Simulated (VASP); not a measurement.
Input for VASP

File KPOINTS:
```
kpoints
0
gamma
  6 6 6
```

**POSCAR**
```
BaF2
1
    0.0000000000     3.0881704996     3.0881704996
    3.0881704996     0.0000000000     3.0881704996
    3.0881704996     3.0881704996     0.0000000000
Ba F
1 2
Direct
  0.0000000000   0.0000000000   0.0000000000
  0.2500000000   0.2500000000   0.2500000000
  0.7500000000   0.7500000000   0.7500000000
```

INCAR:
```
! general
SYSTEM   =  BaF2
PREC     =  Accurate
ENCUT    =  520
LREAL    =  .False.
LASPH    =  .True.

! electronic loop
EDIFF    =  1E-7
NELM     =  100
ALGO     =  Normal
LMAXMIX  =  4

! smearing
ISMEAR   =  0
SIGMA    =  0.05

! functional
GGA      =  PS

! ions
ISIF     =  2

! output
LWAVE    =  .False.
LCHARG   =  .False.
```

POTCAR, in this order: Ba_sv F (PBE.64 set). Program: vasp_std.

**Question.** Write an equivalent input for Ansatz.

**Answer.** One equivalent input (not run):
Ansatz 0.2 input:
```yaml
crystal:
  lattice:
    - [0.0000000, 3.0881705, 3.0881705]
    - [3.0881705, 0.0000000, 3.0881705]
    - [3.0881705, 3.0881705, 0.0000000]
  atoms:
    - { symbol: Ba, position: [0.0000000, 0.0000000, 0.0000000] }
    - { symbol: F, position: [0.2500000, 0.2500000, 0.2500000] }
    - { symbol: F, position: [0.7500000, 0.7500000, 0.7500000] }
kpoints:
  mp_grid: { grid: [6, 6, 6] }
hamiltonian:
  xc: pbesol
  pseudopotentials: { kind: paw }
scf:
  occupations: { method: gaussian, width: 0.05 }
  max_iter: 100
output: { forces: true, stress: true, eigenvalues: true }
```
What does not carry over: each code has its own PAW files, so the cut-off isn't converted (ENCUT is set for VASP's; basis.ecutwfc is left out, and Ansatz then takes the one that its files recommend); Ansatz stops its SCF on the density residual and VASP on the energy change (EDIFF).

The compound is BaF2 in the fluorite structure. It was relaxed first.
